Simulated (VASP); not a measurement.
# Mg3Cl2O: relaxation of cell and atoms with PBE

Mg3Cl2O:

```
CELL_PARAMETERS angstrom
2.83567 1.63718 4.09820
-2.83567 1.63718 4.09820
0.00000 -3.27435 4.09820
ATOMIC_POSITIONS crystal
Mg 0.00000 0.50000 0.00000
Mg 0.50000 0.00000 0.00000
Mg 0.00000 0.00000 0.50000
Cl 0.63008 0.63008 0.63008
Cl 0.36992 0.36992 0.36992
O 0.00000 0.00000 0.00000
```

The cell was built by a generator and needn't be a form met in nature.

```
Program                : VASP 6.6.1
Task                   : relaxation of cell and atoms
Functional             : PBE
Potentials or basis    : VASP PAW PBE potentials, release 64 (Mg, Cl, O)
Cutoff                 : 600 eV
k mesh                 : 6 × 6 × 6
Occupations            : gaussian, width 0.05 eV
Spin                   : no spin polarisation
Further INCAR settings : ALGO = Normal; EDIFF = 1e-06; IBRION = 2; EDIFFG = -0.01; NSW = 60; ISIF = 3
```

| Property | Result |
| --- | --- |
| Relaxed volume | 19.61 Å³/atom |
| Relaxed cell | a = 4.925 Å, b = 4.925 Å, c = 4.925 Å, α = 84.06°, β = 84.06°, γ = 84.06° |
| Space group after relaxing (to 0.05 Å) | R-3m (No. 166) |
| Energy gained by relaxing | 320.2 meV/atom |
| Ionic steps | 12 |
| Pressure after relaxing | 0.0 GPa |
| Band gap on the k mesh | none (metal or under the smearing width) |

Stress tensor (GPa, compression positive):
```
-0.02  0.00  0.00
 0.00 -0.02  0.00
 0.00  0.00  0.07
```

The path:
| step | energy change (eV) | largest force (eV/Å) | pressure (GPa) | volume (Å³) |
| --- | --- | --- | --- | --- |
| 1 | 0.0000 | 0.4603 | -2.33 | 114.16 |
| 2 | -0.9877 | 0.3664 | 0.22 | 109.04 |
| 3 | -1.1562 | 1.0660 | 2.00 | 106.31 |
| 4 | -1.1767 | 1.4584 | 2.63 | 105.00 |
| 5 | -1.4888 | 1.2937 | 0.52 | 109.04 |
| 6 | -1.8947 | 0.2667 | -1.41 | 120.82 |
| 7 | -1.8974 | 0.2046 | -1.48 | 121.48 |
| 8 | -1.9161 | 0.1572 | 0.57 | 116.67 |
| 9 | -1.9208 | 0.0348 | -0.10 | 118.12 |
| 10 | -1.9208 | 0.0402 | -0.07 | 118.05 |
| 11 | -1.9211 | 0.0168 | -0.03 | 117.85 |
| 12 | -1.9211 | 0.0005 | 0.01 | 117.69 |

Final structure:
```yaml
crystal:
  lattice:
    - [3.29769, 1.90392, 3.12412]
    - [-3.29769, 1.90392, 3.12412]
    - [0.00000, -3.80784, 3.12412]
  atoms:
    - { symbol: Mg, position: [0.00000, 0.50000, 0.00000] }
    - { symbol: Mg, position: [0.50000, 0.00000, 0.00000] }
    - { symbol: Mg, position: [0.00000, 0.00000, 0.50000] }
    - { symbol: Cl, position: [0.65987, 0.65987, 0.65987] }
    - { symbol: Cl, position: [0.34013, 0.34013, 0.34013] }
    - { symbol: O, position: [0.00000, 0.00000, 0.00000] }
```

Levels at points of the mesh, in eV from the Fermi level:
| k point | band 10 | band 11 | band 12 | band 13 | band 14 | band 15 | band 16 | band 17 |
| --- | --- | --- | --- | --- | --- | --- | --- | --- |
| (0.00, 0.00, 0.00) | -4.74 | -4.74 | -4.15 | -2.87 | 0.79 | 0.79 | 1.61 | 1.61 |
| (0.50, 0.00, 0.00) | -4.83 | -4.74 | -4.57 | -0.38 | -0.17 | -0.03 | 1.91 | 3.33 |
| (0.50, 0.50, 0.00) | -4.90 | -4.59 | -4.04 | -0.30 | 0.37 | 0.51 | 2.16 | 3.15 |
| (0.50, 0.50, 0.50) | -4.54 | -4.52 | -4.52 | 0.91 | 1.43 | 1.43 | 1.69 | 2.00 |

Run time: 4.2 min on 1 thread of Intel(R) Xeon(R) 6975P-C (Granite Rapids), with other jobs on the host, peak memory 0.33 GiB.
